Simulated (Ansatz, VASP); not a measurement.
**Cross-check of GaP between VASP and Ansatz**

One calculation is typed for both programs; each brings its own data sets. How far apart do they land? The cell is taken from a series of runs on this material, whose earlier steps may have relaxed, scaled, displaced or heated it; both programs get it as it stands.

Calculated with Ansatz 0.2.0; plane waves, with VASP 6.6.1 beside it; LDA.

### Step 1. The starting structure

It takes space group F-43m (No. 216, cubic). The conventional cell has a = 5.391 Å, b = 5.391 Å, c = 5.391 Å, α = 90.00°, β = 90.00°, γ = 90.00°. Nearest to P lie 4 Ga at 2.33 Å. Ga has 4 P at 2.33 Å nearest. Farther neighbours are not listed.

Structure file:

```cif
data_structure
_symmetry_space_group_name_H-M 'P 1'
_symmetry_Int_Tables_number 1
_cell_length_a 3.8123
_cell_length_b 3.8123
_cell_length_c 3.8123
_cell_angle_alpha 60.000
_cell_angle_beta 60.000
_cell_angle_gamma 60.000
_cell_volume 39.18
loop_
_atom_site_label
_atom_site_type_symbol
_atom_site_fract_x
_atom_site_fract_y
_atom_site_fract_z
_atom_site_occupancy
P1 P 0.75000 0.75000 0.75000 1
Ga2 Ga 0.00000 0.00000 0.00000 1
```

### Step 2. VASP: zone-centre phonons, LDA

Second derivatives magnify differences that forces hide, and they need a tight electronic threshold.

Lines of VASP's logs that name or quote its potential files are left out, and so is its time.

INCAR reads:

```
SYSTEM = GaP
PREC = Accurate
ENCUT = 500
EDIFF = 1E-08
NELM = 120
ISMEAR = -1
SIGMA = 0.03
LREAL = .FALSE.
ALGO = Normal
GGA = PW92
NELECT = 18.015671
NBANDS = 15
LORBIT = 11
LWAVE = .FALSE.
LCHARG = .FALSE.
ISIF = 2
IBRION = 8
LASPH = .TRUE.
GGA_COMPAT = .FALSE.
KPAR = 2
```

POSCAR reads:

```
GaP
1.0
    0.0000000000      2.6957056919      2.6957056919
    2.6957056919      0.0000000000      2.6957056919
    2.6957056919      2.6957056919      0.0000000000
P Ga
1 1
Direct
    0.7500000000      0.7500000000      0.7500000000
    0.0000000000      0.0000000000      0.0000000000
```

KPOINTS reads:

```
Automatic mesh
0
Gamma
30 30 30
0 0 0
```

PAW data sets: P and Ga_d (LDA family, release 64).

The run is started by

```bash
$ mpirun -np 2 vasp_std
```

Numbers of over 12 decimals in the logs are rounded to 6 here.

What it wrote:

```text
[banner, memory and clock lines left out]
running    2 mpi-ranks, on    1 nodes
 distrk:  each k-point on    1 cores,    2 groups
 distr:  one band on    1 cores,    1 groups

 POSCAR found type information on POSCAR P Ga
 POSCAR found :  2 types and       2 ions
|                                                                             |
|               ----> ADVICE to this user running VASP <----                  |
|                                                                             |
|     You enforced a specific xc type in the INCAR file but a different       |
|     [... a line on the potential file left out ...]
|     I HOPE YOU KNOW WHAT YOU ARE DOING!                                     |
|                                                                             |

 LDA part: xc-table for (Slater(with rela. corr.)+PW92), standard interpolation
 POSCAR, INCAR and KPOINTS ok, starting setup
 FFT: planning ... GRIDC
 FFT: planning ... GRID_SOFT
 FFT: planning ... GRID
 WAVECAR not read
 entering main loop
       N       E                     dE             d eps       ncg     rms          rms(c)
DAV:   1     0.783195907337E+02    0.78320E+02   -0.89866E+03 23300   0.171E+03
DAV:   2    -0.458550058002E+01   -0.82905E+02   -0.79203E+02 25626   0.313E+02
DAV:   3    -0.105842465570E+02   -0.59987E+01   -0.59754E+01 27859   0.680E+01
DAV:   4    -0.106838400567E+02   -0.99593E-01   -0.99558E-01 28311   0.947E+00
DAV:   5    -0.106858477810E+02   -0.20077E-02   -0.20076E-02 29282   0.117E+00BRMIX: very serious problems
 the old and the new charge density differ
 old charge density:    18.00000 new   18.01567
BRMIX: very serious problems
 the old and the new charge density differ
 old charge density:    18.00000 new   18.01567
    0.449E+00
DAV:   6    -0.104054404205E+02    0.28041E+00   -0.38877E-01 35088   0.112E+01    0.290E+00
DAV:   7    -0.103551078991E+02    0.50333E-01   -0.93194E-02 29442   0.225E+00    0.107E+00
DAV:   8    -0.103504365807E+02    0.46713E-02   -0.12217E-02 28948   0.129E+00    0.209E-01
DAV:   9    -0.103503951255E+02    0.41455E-04   -0.10332E-03 33757   0.421E-01    0.621E-02
DAV:  10    -0.103503924965E+02    0.26290E-05   -0.52642E-05 35006   0.925E-02    0.245E-02
DAV:  11    -0.103503981968E+02   -0.57003E-05   -0.90790E-06 29390   0.456E-02    0.761E-03
DAV:  12    -0.103503979925E+02    0.20426E-06   -0.52053E-07 29305   0.818E-03    0.504E-03
DAV:  13    -0.103503979685E+02    0.24018E-07   -0.20228E-07 29887   0.463E-03    0.889E-04
DAV:  14    -0.103503979683E+02    0.27967E-09   -0.95291E-09 19629   0.121E-03
   1 F= -.10350398E+02 E0= -.10350160E+02  d E =-.475415E-03
 Linear response reoptimize wavefunctions to high precision
DAV:   1    -0.103503979684E+02   -0.11823E-09   -0.18356E-09 23916   0.425E-04
DAV:   2    -0.103503979684E+02   -0.27285E-10   -0.23904E-10 15130   0.147E-04
 Linear response DOF=           2
 Linear response progress:
  Degree of freedom:   1/  2
       N       E                     dE             d eps       ncg     rms          rms(c)
RMM:   1    -0.508569328090E-01   -0.50857E-01    0.57844E-03262205   0.183E+00
RMM:   2    -0.474201920054E-01    0.34367E-02   -0.61731E-03204654   0.547E-01    0.122E-01
RMM:   3    -0.474766080468E-01   -0.56416E-04   -0.53380E-04226510   0.178E-01    0.591E-02
RMM:   4    -0.477498900264E-01   -0.27328E-03   -0.82763E-05220406   0.658E-02    0.115E-02
RMM:   5    -0.477622297078E-01   -0.12340E-04   -0.10777E-05237395   0.224E-02    0.689E-03
RMM:   6    -0.477451147625E-01    0.17115E-04   -0.17756E-06221626   0.802E-03    0.388E-03
RMM:   7    -0.477459373866E-01   -0.82262E-06   -0.81018E-08233530   0.311E-03    0.711E-04
RMM:   8    -0.477437025447E-01    0.22348E-05   -0.26806E-09227470   0.106E-03    0.156E-04
RMM:   9    -0.477434111822E-01    0.29136E-06    0.52044E-09234773   0.321E-04    0.245E-05
RMM:  10    -0.477434915891E-01   -0.80407E-07   -0.44368E-09227315   0.113E-04    0.524E-06
RMM:  11    -0.477434823996E-01    0.91895E-08   -0.32577E-09233775   0.449E-05    0.621E-06
 first order change of Fermi-energy  -0.44183E-05
 force on displaced ion       1 direction 1 : -10.248   0.000   0.000
 Linear response progress:
  Degree of freedom:   2/  2
       N       E                     dE             d eps       ncg     rms          rms(c)
RMM:   1    -0.167112580009E+00   -0.16711E+00    0.12024E-01140994   0.871E+00
RMM:   2    -0.165019962522E+00    0.20926E-02   -0.26426E-02217603   0.145E+00    0.551E-02
RMM:   3    -0.165468035406E+00   -0.44807E-03   -0.39905E-03227407   0.434E-01    0.414E-02
RMM:   4    -0.165352639673E+00    0.11540E-03   -0.13072E-03239366   0.166E-01    0.149E-02
RMM:   5    -0.165333288993E+00    0.19351E-04   -0.51379E-05238076   0.406E-02    0.501E-03
RMM:   6    -0.165336580244E+00   -0.32913E-05   -0.11513E-05235405   0.144E-02    0.893E-04
RMM:   7    -0.165336630739E+00   -0.50496E-07   -0.49875E-06236331   0.575E-03    0.122E-04
RMM:   8    -0.165335345540E+00    0.12852E-05   -0.21258E-06239438   0.240E-03    0.423E-05
RMM:   9    -0.165335006639E+00    0.33890E-06   -0.12422E-06239904   0.101E-03    0.235E-05
RMM:  10    -0.165334879182E+00    0.12746E-06   -0.46893E-07241162   0.450E-04    0.953E-06
RMM:  11    -0.165334860136E+00    0.19045E-07   -0.25313E-07241662   0.209E-04    0.448E-06
RMM:  12    -0.165334809514E+00    0.50622E-07   -0.12372E-07239642   0.101E-04    0.111E-06
RMM:  13    -0.165334813092E+00   -0.35775E-08   -0.77491E-08237087   0.523E-05    0.923E-07
 first order change of Fermi-energy   0.30252E-04
 force on displaced ion       2 direction 1 : -10.255  -0.000  -0.000
 Linear response finished
```

From OUTCAR (step 2):

```text
NELECT = 18.015671

 ion  position               nearest neighbor table
   1  0.750  0.750  0.750-   2 2.33   2 2.33   2 2.33   2 2.33
   2  0.000  0.000  0.000-   1 2.33   1 2.33   1 2.33   1 2.33

  LATTYP: Found a face centered cubic cell.
 ALAT       =     5.3914113838

 Subroutine GETGRP returns: Found 24 space group operations
 (whereof 24 operations were pure point group operations)

The static configuration has the point symmetry T_d .

 Found    752 irreducible k-points:

   k-points           NKPTS =    752   k-points in BZ     NKDIM =    752   number of bands    NBANDS=     15

   dimension x,y,z NGX =    28 NGY =   28 NGZ =   28
   dimension x,y,z NGXF=    56 NGYF=   56 NGZF=   56

   ENCUT  =  500.0 eV  36.75 Ry    6.06 a.u.   6.95  6.95  6.95*2*pi/ulx,y,z

 k-points in reciprocal lattice and weights: Automatic mesh
   0.00000000  0.00000000  0.00000000       0.000
   0.03333333  0.00000000  0.00000000       0.000
   0.06666667  0.00000000  0.00000000       0.000
   0.10000000  0.00000000  0.00000000       0.000
   0.13333333  0.00000000  0.00000000       0.000
   0.16666667  0.00000000  0.00000000       0.000
   0.20000000  0.00000000  0.00000000       0.000
   0.23333333  0.00000000  0.00000000       0.000
   0.26666667  0.00000000  0.00000000       0.000
[...]
-0.26666667  0.46666667  0.23333333       0.001
  -0.26666667  0.50000000  0.23333333       0.000

 average (electrostatic) potential at core
       1 -84.3219       2 -66.2753

  Total        0.1517071      0.1517071      0.1517071      0.0000000      0.0000000      0.0000000
  in kB        6.2039602      6.2039602      6.2039602      0.0000000      0.0000000      0.0000000
  external PRESSURE =       6.2039602 kB  Pullay stress =       0.0000000 kB

  energy-cutoff  :      500.00
  volume of cell :       39.18
      direct lattice vectors                 reciprocal lattice vectors
     0.000000000  2.695705692  2.695705692    -0.185480189  0.185480189  0.185480189
     2.695705692  0.000000000  2.695705692     0.185480189 -0.185480189  0.185480189
     2.695705692  2.695705692  0.000000000     0.185480189  0.185480189 -0.185480189

 POSITION                                       TOTAL-FORCE (eV/Angst)
 -----------------------------------------------------------------------------------
      4.04356      4.04356      4.04356        -0.000000     -0.000000     -0.000000
      0.00000      0.00000      0.00000         0.000000      0.000000      0.000000
 -----------------------------------------------------------------------------------
    total drift:                               -0.000000     -0.000000     -0.000000

 Eigenvectors and eigenvalues of the dynamical matrix
 ----------------------------------------------------

   1 f  =   10.807928 THz    67.908216 2PiTHz  360.513682 cm-1    44.697980 meV
             X         Y         Z           dx          dy          dz
      4.043559  4.043559  4.043559     0.000000    0.832019    0.000000
      0.000000  0.000000  0.000000     0.000000   -0.554748    0.000000

   2 f  =   10.807928 THz    67.908216 2PiTHz  360.513682 cm-1    44.697980 meV
             X         Y         Z           dx          dy          dz
      4.043559  4.043559  4.043559     0.832019    0.000000    0.000000
      0.000000  0.000000  0.000000    -0.554748    0.000000    0.000000

   3 f  =   10.807928 THz    67.908216 2PiTHz  360.513682 cm-1    44.697980 meV
             X         Y         Z           dx          dy          dz
      4.043559  4.043559  4.043559     0.000000    0.000000    0.832019
      0.000000  0.000000  0.000000     0.000000    0.000000   -0.554748

   4 f/i=    0.001743 THz     0.010954 2PiTHz    0.058155 cm-1     0.007210 meV
             X         Y         Z           dx          dy          dz
      4.043559  4.043559  4.043559    -0.554748    0.000000    0.000000
      0.000000  0.000000  0.000000    -0.832019    0.000000    0.000000

   5 f/i=    0.001743 THz     0.010954 2PiTHz    0.058155 cm-1     0.007210 meV
             X         Y         Z           dx          dy          dz
      4.043559  4.043559  4.043559     0.000000   -0.554748    0.000000
      0.000000  0.000000  0.000000     0.000000   -0.832019    0.000000

   6 f/i=    0.001743 THz     0.010954 2PiTHz    0.058155 cm-1     0.007210 meV
             X         Y         Z           dx          dy          dz
      4.043559  4.043559  4.043559     0.000000    0.000000   -0.554748
      0.000000  0.000000  0.000000     0.000000    0.000000   -0.832019

 ELASTIC MODULI CONTR FROM IONIC RELAXATION (kBar)
 Direction    XX          YY          ZZ          XY          YZ          ZX
 --------------------------------------------------------------------------------
 XX          -0.0000     -0.0000     -0.0000      0.0000      0.0000     -0.0000
 YY          -0.0000     -0.0000     -0.0000      0.0000      0.0000     -0.0000
 ZZ          -0.0000     -0.0000     -0.0000      0.0000      0.0000     -0.0000
 XY           0.0000      0.0000      0.0000   -269.6081      0.0000      0.0000
 YZ           0.0000      0.0000      0.0000      0.0000   -269.6081      0.0000
 ZX          -0.0000     -0.0000     -0.0000      0.0000      0.0000   -269.6081
 --------------------------------------------------------------------------------
```

The cell is charged against a uniform background.

### Step 3. Ansatz: zone-centre phonons, LDA

Ansatz runs on its PAW soft_1 files.

The same cell, functional (in two slightly different forms), mesh and smearing now go to Ansatz, which takes its cutoff from its data sets.

input.yaml reads:

```yaml
crystal:
  lattice:
    - [0.0, 2.6957056919, 2.6957056919]
    - [2.6957056919, 0.0, 2.6957056919]
    - [2.6957056919, 2.6957056919, 0.0]
  atoms:
    - { symbol: P, position: [0.75, 0.75, 0.75] }
    - { symbol: Ga, position: [0.0, 0.0, 0.0] }
total_charge: -0.015671
kpoints:
  mp_grid: { grid: [30, 30, 30] }
hamiltonian:
  xc: lda
  pseudopotentials: { kind: paw, azcp: { folder: soft_1 }, xc_functional: pbe }
scf:
  occupations: { method: fermi_dirac, width: 0.03 }
output:
  eigenvalues: true
phonons:
  method: dfpt
```

The run is started by

```bash
$ ansatz run input.yaml --threads 8 --pin off --max-ram 16384MiB --backend cpu --events-out ev --progress --plain --runs-dir out
```

What it wrote:

```text
zone centre: on kpoints.mp_grid the ground state, and the responses unless they are solved on pairs of k-points, stand on 1992 of the mesh's 27000 k-points, reduced under 8 symmetry operations, with k and −k counted as one. Each operation leaves every solved displacement unchanged or reverses it
Engine: ansatz 0.2.0, aarch64-unknown-linux-gnu
Pseudopotentials: kind: paw
Pseudopotential: P, paw, valence charge 5, recommended cutoff 420 eV (normal), soft_1/P.paw.azcp
Pseudopotential: Ga, paw, valence charge 13, recommended cutoff 420 eV (normal), soft_1/Ga.paw.azcp
Functional definition: SPW92
  exchange = slater_x
  correlation = pw_c
Crystal: 2 atoms, lattice volume = 39.178 Å³
Basis set: ecut = 420 eV, 749 PW (Γ), exchange–correlation on 54×54×54 points (8 copies of the dense FFT grid, shifted against one another)
Bands: 14, of which v1, the nominal top of the filled ones, is band 9 counted from 1 (8 counted from 0)
Symmetry: 24 space group operations
k-points: 1992 of 27000 (irreducible under 8 space group operations, time reversal used)
Non-local potential: P, projectors of the file, l = 0: 2, l = 1: 2, l = 2: 1
Non-local potential: Ga, projectors of the file, l = 0: 2, l = 1: 2, l = 2: 3, l = 3: 1
PAW form: soft (Blöchl's): semilocal exchange-correlation on the pseudo side does not see the compensation charge
PAW frozen core: P, regenerated for the run's functional, and the local potential with it (the file was generated under x = pbe(κ = 0.804, μ = 0.219515), c = pbe(β = 0.066725))
PAW frozen core: Ga, regenerated for the run's functional, and the local potential with it (the file was generated under x = pbe(κ = 0.804, μ = 0.219515), c = pbe(β = 0.066725))
PAW one-centre angular grid: P, 110 points (default); XC on 64 Gauss nodes
PAW one-centre angular grid: Ga, 590 points (default); XC on 64 Gauss nodes
Initial density: superposition of atomic densities (chi_scale 0.1, normalization cell, long waves kept (reshape's long-wave potential 0.00 eV rms))
Initial wavefunctions: pseudopotential atomic-orbital guess
Functional: x = slater, c = lda
SCF iter   1: F=—  HF=-4433.823160 eV  |F-HF|=—  |Δ(HF+E_count)|=         —  Δρ=4.37e-2  dr2=6.52e-1  ethr=3.10e-3  ⟨swp⟩=6.5  Hψ=190705  notcnv=0
preconditioner: auto → Kerker (q_TF=auto, 2.397 Å⁻¹)  [metal: Δε(μ)=0.024 eV  Ē_g=16.280 eV  σ=0.030 eV  W_gap=0.19  n_scr=14 (ndim 8)  ℏωp=25.2 eV  f_vac=0.000  D(μ)=0.20/eV (n_scr^D=0)]
SCF iter   2: F=—  HF=-4433.703777 eV  |F-HF|=—  |Δ(HF+E_count)|=   1.19e-1  Δρ=2.70e-2  dr2=2.49e-1  ethr=3.10e-3  ⟨swp⟩=2.0  Hψ=52241  notcnv=0  defer=1359
SCF iter   3: F=—  HF=-4433.648283 eV  |F-HF|=—  |Δ(HF+E_count)|=   5.55e-2  Δρ=5.85e-3  dr2=1.58e-2  ethr=1.38e-3  ⟨swp⟩=3.0  Hψ=52949  notcnv=0  defer=1359
SCF iter   4: F=—  HF=-4433.637566 eV  |F-HF|=—  |Δ(HF+E_count)|=   1.07e-2  Δρ=3.01e-3  dr2=5.94e-3  ethr=8.80e-5  ⟨swp⟩=2.6  Hψ=54327  notcnv=0  defer=1359
SCF iter   5: F=—  HF=-4433.636476 eV  |F-HF|=—  |Δ(HF+E_count)|=   1.09e-3  Δρ=1.28e-3  dr2=6.58e-4  ethr=3.29e-5  ⟨swp⟩=2.1  Hψ=51157  notcnv=0  defer=1359
SCF iter   6: F=—  HF=-4433.636613 eV  |F-HF|=—  |Δ(HF+E_count)|=   1.37e-4  Δρ=2.22e-4  dr2=1.69e-5  ethr=3.65e-6  ⟨swp⟩=2.0  Hψ=44507  notcnv=0  defer=1359
SCF iter   7: F=—  HF=-4433.636617 eV  |F-HF|=—  |Δ(HF+E_count)|=   4.13e-6  Δρ=3.76e-5  dr2=3.26e-7  ethr=9.37e-8  ⟨swp⟩=2.9  Hψ=45212  notcnv=0  defer=1359
SCF iter   8: F=—  HF=-4433.636617 eV  |F-HF|=—  |Δ(HF+E_count)|=   2.79e-7  Δρ=1.00e-5  dr2=2.61e-8  ethr=1.81e-9  ⟨swp⟩=2.0  Hψ=45886  notcnv=0  defer=1359
SCF iter   9: F=—  HF=-4433.636617 eV  |F-HF|=—  |Δ(HF+E_count)|=   1.10e-8  Δρ=1.53e-6  dr2=1.57e-9  ethr=1.45e-10  ⟨swp⟩=2.5  Hψ=45230  notcnv=0  defer=1359
SCF iter  10: F=—  HF=-4433.636617 eV  |F-HF|=—  |Δ(HF+E_count)|=  3.81e-10  Δρ=4.44e-7  dr2=1.31e-10  ethr=8.74e-12  ⟨swp⟩=1.0  Hψ=26591  notcnv=0  defer=1359
SCF iter  11: F=-4433.636617 eV  HF=-4433.636617 eV  |F-HF|=0.00e0  |Δ(HF+E_count)|=  2.27e-11  Δρ=7.30e-8  dr2=1.45e-12  ethr=1.00e-12  ⟨swp⟩=9.5  Hψ=169599  notcnv=0
SCF 1 converged in 11 iterations: F = -4433.636617 eV  dr2 = 1.45e-12
  greatest PAW one-centre occupation: 0.994 electrons in one spin orbital (limit 2), on the Ga atom at site 1 (counted from 0), in its partial waves of l = 2
DFPT response loops at Γ: preconditioner auto → Kerker (q_TF=auto, 2.397 Å⁻¹) (partly filled bands, converged f_vac=0.001); β = 1.00, the filter's whole step (`scf.mixing.beta` (0.50) is not read by the response loops under this deck's `scf.mixing.preconditioner`; to damp them name `kerker` or `kerker_dos`, under which they read `scf.mixing.beta`, and type it under 1.00, their step now; both keys bind the ground state too); Broyden in place of MSR1
SCF converged after 11 iterations
Free energy (F): -4433.636617 eV
Harris-Foulkes:  -4433.636617 eV  (|F-HF|=0.00e0)
Internal energy: -4433.636139 eV  (E = F + TS)
E sigma→0 (E₀):  -4433.636378 eV
Entropy (-TS):   -0.000479 eV (-0.239 meV/atom)
Fermi energy:    8.756028 eV
--- Per-component energies (eV) ---
  E_band       = -58.549504
  E_kinetic    = 182.280676
  E_local      = -1658.643993  (includes V_loc(G=0)·N_el)
  E_nonlocal   = -57.260018
  E_hartree    = 1006.358999
  E_xc         = -136.091538
  E_vxc        = -118.772343  (∫ρ·V_xc dr)
  E_paw        = -2445.094688  (= ΣΔE_a)
  E_vpaw       = -418.871613  (= ΣTr[D̂ρ^β])
  E_aug_tail   = -0.000182  (compensation charges beyond the density's cutoff)
  E_ewald      = -1327.031227
  E_core_change = 1.845833  (= ΣΔE_core)
  E_smearing   = -0.000479  (= −TS)
  E_closure    = -0.000000  (closes the sum)
  E_deformation_potential = -0.218093  (in the stress; not in F)
  Σ components = -4433.636617   (vs F -4433.636617, Δ=0.00e0)
--- Band table (eV; the first three rows and the last of 1992) ---
  k-point 0: bands = [... 5 lower, -5.5294, 7.2390, 7.2390, 7.2390, 9.1192, 11.0173, 11.0173, 11.0173, ... 1 higher]
  k-point 1: bands = [... 5 lower, -5.5142, 7.0445, 7.2188, 7.2188, 9.2510, 11.0399, 11.0478, 11.0478, ... 1 higher]
  k-point 2: bands = [... 5 lower, -5.4687, 6.5862, 7.1611, 7.1611, 9.4976, 11.1349, 11.1349, 11.1384, ... 1 higher]
  k-point 1991: bands = [... 5 lower, -2.2694, 0.4534, 3.4697, 3.6109, 11.7371, 12.0253, 13.3611, 13.4045, ... 1 higher]
--- Phonons (Γ-DFPT): 2 representative perturbations + reference, on 1992 of 27000 k-points (Σ response iterations 6) ---
  k mesh reduced under 8 symmetry operations, with k and −k counted as one. Each operation leaves every solved displacement unchanged or reverses it
  ASR residual: 4.902e-5 → 0.000e0 eV/Å²; symmetrization residual: 2.155e-6 eV/Å²
  ASR residual per site (eV/Å²): 4.90e-6 4.90e-5
  Γ frequencies (cm⁻¹): 0.00 0.00 0.00 360.84 360.84 360.84
  non-analytic LO–TO correction: not included (Born effective charges unavailable; polar crystals: no LO–TO splitting at Γ)
```

### Step 4. Differences

Known differences besides the potentials themselves: the cutoff is 420 eV in Ansatz and 500 eV in VASP; VASP's log shows a relativistic correction to its local exchange, Ansatz's none. Total energies have different zeros and are not compared.

Compared:

```csv
quantity,Ansatz,VASP,difference
optical mode 1 to 3 (cm⁻¹),360.8,360.5,+0.09 %
```

Modes are paired by rising frequency, not by their patterns, so a pair may set unlike modes beside each other; they are those without the splitting of longitudinal modes. The cell carries a charge of -0.015671 e against a uniform background, so its pressure also hangs on how the neutralising background is counted, and in a defect's cell a gap may be the spacing between its levels.

### Step 5. Results

```json
{"r.m.s. difference of the optical zone-centre modes, each program's sorted by frequency (zone-centre phonons, LDA)": "0.33 cm⁻¹"}
```

**Reading.** The r.m.s. difference of the optical zone-centre modes, each program's sorted by frequency is 0.33 cm⁻¹ (zone-centre phonons, LDA). How closely two codes agree says nothing of how well the functional describes the real material.

[Lines on the potential files, build, host, timing and source positions are cut from VASP's logs without a mark.]

[Logs are printed without paths, hosts, clocks, repeated set-up lines and the standing remarks that a program may print on its own settings, such as how far it seeks lower states.]

[Hosts, paths, dates, database ids (printed as entryN), source tags and the programs' standing remarks are cut or masked in the printed files.]
